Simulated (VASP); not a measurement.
Given:

```
WSe2
1.0
    1.66196    -2.87861     0.00000
    1.66196     2.87861     0.00000
    0.00000     0.00000    14.75729
W Se
2 4
Direct
  0.33333   0.66667   0.25000
  0.66667   0.33333   0.75000
  0.33333   0.66667   0.86379
  0.66667   0.33333   0.36379
  0.66667   0.33333   0.13621
  0.33333   0.66667   0.63621
```

Level of theory: PBE GGA, VASP's PBE PAW potentials (set 64) (plane waves; VASP). Numerical set-up: 500 eV cut-off, 8×8×2 Γ-centred mesh, Gaussian smearing of 0.050 eV, potentials W_sv Se.

Energy and stress use the plane-wave basis of the starting cell. Without a dispersion term in the relaxation, distances and binding between the weakly bound layers, chains or molecules are unreliable, and so is what depends on them.

Problem. The ions, cell shape and volume at an external pressure of 5.0 GPa are relaxed. Predict the relaxed structure.

Solution. 
```
WSe2
1.0
    1.63459    -2.83120     0.00000
    1.63459     2.83120     0.00000
    0.00000     0.00000    12.66095
W Se
2 4
Direct
  0.33333   0.66667   0.25000
  0.66667   0.33333   0.75000
  0.33333   0.66667   0.88337
  0.66667   0.33333   0.38337
  0.66667   0.33333   0.11663
  0.33333   0.66667   0.61663
```
Space group P6_3/mmc (194), at a tolerance of 0.03 Å.

Problem. How do energy and volume change from the first to the last step?

Solution. The energy (σ→0) changes by +38.1 meV/atom and the volume by -17.0 %, in 12 ionic steps.

The compound is WSe2 in the 2H layered structure. This run relaxes it under an external pressure of 5 GPa. Symmetry was kept, so distortions that lower it aren't found.
